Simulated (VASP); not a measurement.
Given:

```yaml
crystal:
  lattice:
    - [0.00000, 3.00468, 3.00468]
    - [3.00468, 0.00000, 3.00468]
    - [3.00468, 3.00468, 0.00000]
  atoms:
    - { symbol: Ag, position: [0.75000, 0.75000, 0.75000] }
    - { symbol: Ag, position: [0.25000, 0.25000, 0.25000] }
    - { symbol: S, position: [0.00000, 0.00000, 0.00000] }
```

All values below come from LDA (Ceperley-Alder, Perdew-Zunger), VASP's LDA PAW potentials (set 64) (plane waves; VASP). Run with 400 eV cut-off, Gaussian smearing of 0.050 eV, potentials Ag S.

Problem. Predict the band gap (along the path) with the smallest direct gap where there is one.

Solution. 
| Quantity | Value |
|---|---|
| band gap (along the path) | none (metal, semimetal or under 0.01 eV) |

Only differences to runs with the same potentials and settings are physical.

The structure comes from a computed database's Ag2S entry (Fm-3m); how it stands against other phases isn't given here. It was relaxed first, which changed the volume by -11 %.
